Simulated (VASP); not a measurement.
Method: PBE GGA, VASP's PBE PAW potentials (set 64) (plane waves; VASP).

The input files of a VASP run:

### POSCAR
```
PtAl2
1
    0.0000000000     2.9000370000     2.9000370000
    2.9000370000     0.0000000000     2.9000370000
    2.9000370000     2.9000370000     0.0000000000
Al Pt
2 1
Direct
  0.2500000000   0.2500000000   0.2500000000
  0.7500000000   0.7500000000   0.7500000000
  0.0000000000   0.0000000000   0.0000000000
```

File KPOINTS:
```
Automatic mesh
0
Gamma
13 13 13
0 0 0
```

**INCAR**
```
SYSTEM = PtAl2
PREC = Accurate; ENCUT = 300; LREAL = .False.
LASPH = .True.
EDIFF = 1E-6; NELM = 100; ALGO = Normal
LMAXMIX = 6
ISMEAR = -1; SIGMA = 0.1
GGA = PE
ISIF = 2
LWAVE = .False.; LCHARG = .False.
```

POTCAR, in this order: Al Pt (PBE.64 set). Program: vasp_std.

At this cut-off the stress carries a Pulay error, which pulls relaxed volumes low. Unless said otherwise, spin-orbit coupling is left out, though it shifts the bands of the heavy elements here.

Q: Predict the energy per atom (σ→0), pressure, band gap (on the k-mesh).

A: 
- energy per atom (σ→0) = -5.377 eV/atom
- band gap (on the k-mesh) = none (metal, semimetal or under 0.01 eV)
- pressure = 11.03 GPa

OSZICAR:
```
...
DAV:   7    -0.161792083774E+02    0.76466E-01   -0.16827E-01  2208   0.414E+00    0.183E+00
DAV:   8    -0.161486748107E+02    0.30534E-01   -0.26532E-02  2344   0.166E+00    0.250E-01
DAV:   9    -0.161487261015E+02   -0.51291E-04   -0.15637E-03  2428   0.388E-01    0.166E-01
DAV:  10    -0.161488561659E+02   -0.13006E-03   -0.28946E-04  2220   0.141E-01    0.158E-02
DAV:  11    -0.161488536017E+02    0.25642E-05   -0.12874E-05  2456   0.379E-02    0.695E-03
DAV:  12    -0.161488550005E+02   -0.13988E-05   -0.42434E-06  2192   0.159E-02    0.223E-03
DAV:  13    -0.161488549798E+02    0.20707E-07   -0.45922E-07  1300   0.711E-03
   1 F= -.16148855E+02 E0= -.16130566E+02  d E =-.365787E-01
```

The structure is a typed PtAl2 crystal. The cell was not relaxed at this level.
